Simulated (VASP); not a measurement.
Input:

```
PbZrO3
1.0
    4.11843     0.00000     0.00000
    0.00000     2.93319     2.99776
    0.00000    -2.93319     2.99776
Zr Pb O
1 1 3
Direct
  0.50000   0.50802   0.50802
  0.00000   0.95026   0.95026
  0.50000   0.02923   0.56187
  0.50000   0.56187   0.02923
  0.00000   0.55761   0.55761
```

Computed with PBEsol GGA, VASP's PBE PAW potentials (set 64) (plane waves; VASP 6.6.1). Numerical set-up: 520 eV cut-off, 6×6×6 Γ-centred mesh, tetrahedra with Blöchl corrections, potentials Zr_sv Pb_d O.

Unless said otherwise, spin-orbit coupling is left out, though it shifts the bands of the heavy elements here.

Q: Predict the energy per atom (σ→0), band gap (on the k-mesh) with the smallest direct gap where there is one.

A: 
| Quantity | Value |
|---|---|
| band gap (on the k-mesh) | 2.59 eV |
| smallest direct gap (on the k-mesh) | 2.83 eV |
| energy per atom (σ→0) | -8.264 eV/atom |

The structure comes from a computed database's ZrPbO3 entry (Amm2); how it stands against other phases isn't given here. It was relaxed first, which changed the volume by -5 %.
